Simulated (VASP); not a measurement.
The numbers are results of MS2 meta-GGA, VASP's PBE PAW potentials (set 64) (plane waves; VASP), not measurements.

The input files of a VASP run:

### POSCAR
```
NiAl
1
    2.8613575965     0.0000000000     0.0000000000
    0.0000000000     2.8613575965     0.0000000000
    0.0000000000     0.0000000000     2.8613575965
Al Ni
1 1
Direct
  0.5000000000   0.5000000000   0.5000000000
  0.0000000000   0.0000000000   0.0000000000
```

File KPOINTS_OPT:
```
k-points along high-symmetry lines
10
Line-mode
Reciprocal
  0.000000   0.000000   0.000000 ! GAMMA
  0.000000   0.500000   0.000000 ! X

  0.000000   0.500000   0.000000 ! X
  0.500000   0.500000   0.000000 ! M

  0.500000   0.500000   0.000000 ! M
  0.000000   0.000000   0.000000 ! GAMMA

  0.000000   0.000000   0.000000 ! GAMMA
  0.500000   0.500000   0.500000 ! R

  0.500000   0.500000   0.500000 ! R
  0.000000   0.500000   0.000000 ! X

  0.500000   0.500000   0.500000 ! R
  0.500000   0.500000   0.000000 ! M
```

**INCAR**
```
! general
SYSTEM =NiAl
PREC   =Accurate
ENCUT  =520
LREAL  =.FALSE.
LASPH  =.TRUE.   ! aspherical one-centre terms

! electronic loop
EDIFF  =1E-7
NELM   =100   ! most electronic steps
ALGO   =Normal   ! blocked Davidson
LMAXMIX=4   ! l cut-off of mixed one-centre charges
LMIXTAU=.TRUE.

! smearing
ISMEAR =-5   ! tetrahedra, Bloechl

! functional
METAGGA=MS2

! ions
ISIF   =2

! output
LWAVE  =.FALSE.
LCHARG =.FALSE.
LORBIT =11
NEDOS  =601   ! DOS grid
```

**KPOINTS**
```
Automatic mesh
0
Gamma
14 14 14
0 0 0
```

POTCAR, in this order: Al Ni (PBE.64 set). Program: vasp_std.

Problem. What does the run give for the energy per atom (σ→0), band gap (over mesh and band path)?

Solution. 
```
Property                                                              Result
----------------------------------  ----------------------------------------
energy per atom (σ→0)                                         -8.352 eV/atom
band gap (over mesh and band path)  none (metal, semimetal or under 0.01 eV)
```

### OSZICAR
```
...
DAV:  15    -0.167043508057E+02    0.10558E-04   -0.91269E-06  3012   0.530E-02    0.182E-02
DAV:  16    -0.167043492643E+02    0.15414E-05   -0.92343E-07  2502   0.160E-02    0.656E-03
DAV:  17    -0.167043581587E+02   -0.88944E-05   -0.25423E-06  2694   0.317E-02    0.301E-03
DAV:  18    -0.167043573665E+02    0.79223E-06   -0.55022E-08  1250   0.464E-03    0.149E-03
DAV:  19    -0.167043571540E+02    0.21254E-06   -0.14781E-08  1234   0.181E-03    0.240E-04
DAV:  20    -0.167043570560E+02    0.97939E-07   -0.16758E-09  1224   0.526E-04
   1 F= -.16704357E+02 E0= -.16704357E+02  d E =0.000000E+00
       N       E                     dE             ncg
```

The compound is NiAl in the CsCl type structure. It was relaxed first. The run is not spin-polarised, so no magnetic state was tried. The electron count is odd and the run is not spin-polarised, which forces a metal.
